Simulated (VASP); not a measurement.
Consider the following.

```xyz
3
Lattice="0.0000 2.7591 2.7591 2.7591 0.0000 2.7591 2.7591 2.7591 0.0000" Properties=species:S:1:pos:R:3 pbc="T T T"
Si     1.3795     1.3795     1.3796
Si     4.1387     4.1387     4.1387
Ni     0.0000     0.0000     0.0000
```

These are PBE GGA + U (Dudarev), VASP's PBE PAW potentials (set 64) (plane waves; VASP 6.6.1) values and carry that method's errors. Numerical set-up: 400 eV cut-off, 9×9×9 Γ-centred mesh, first-order Methfessel-Paxton smearing of 0.10 eV, potentials Si Ni, U − J: Ni 1.00 eV.

Problem. Predict the energy per atom (σ→0), pressure, band gap (on the k-mesh) with the smallest direct gap where there is one.

Solution. 
| Property | Result |
|---|---|
| band gap (on the k-mesh) | none (metal, semimetal or under 0.01 eV) |
| energy per atom (σ→0) | -5.569 eV/atom |
| pressure | -5.87 GPa |

The compound is NiSi2 in the fluorite structure. The cell was not relaxed at this level. The run is one of a series of settings (LDAU = .TRUE., LDAUJ = 0 0, LDAUL = -1 2, LDAUTYPE = 2, LDAUU = 0 1.0 against the base run), some of them coarse on purpose. The run is not spin-polarised, so no magnetic state was tried.
